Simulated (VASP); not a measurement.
Here is the system:

```
W
1.0
   -1.60225     1.60225     1.60225
    1.60225    -1.60225     1.60225
    1.60225     1.60225    -1.60225
W
1
Cartesian
  0.00000   0.00000   0.00000
```

Level of theory: PBEsol GGA, VASP's PBE PAW potentials (set 64) (plane waves; VASP). Settings: 480 eV cut-off, 16×16×16 Γ-centred mesh, first-order Methfessel-Paxton smearing of 0.10 eV, potentials W_sv.

Unless said otherwise, spin-orbit coupling is left out, though it shifts the bands of the heavy elements here.

### Question
Estimate the energy per atom (σ→0), pressure, band gap (on the k-mesh) with the smallest direct gap where there is one.

### Answer

- band gap (on the k-mesh): none (metal, semimetal or under 0.01 eV)
- energy per atom (σ→0): -1329.1 kJ/mol of atoms
- pressure: -13.69 GPa

The absolute energy has meaning only against runs of the same code, potentials and settings.

The compound is W in the bcc structure. This cell was strained or had an atom moved on purpose.
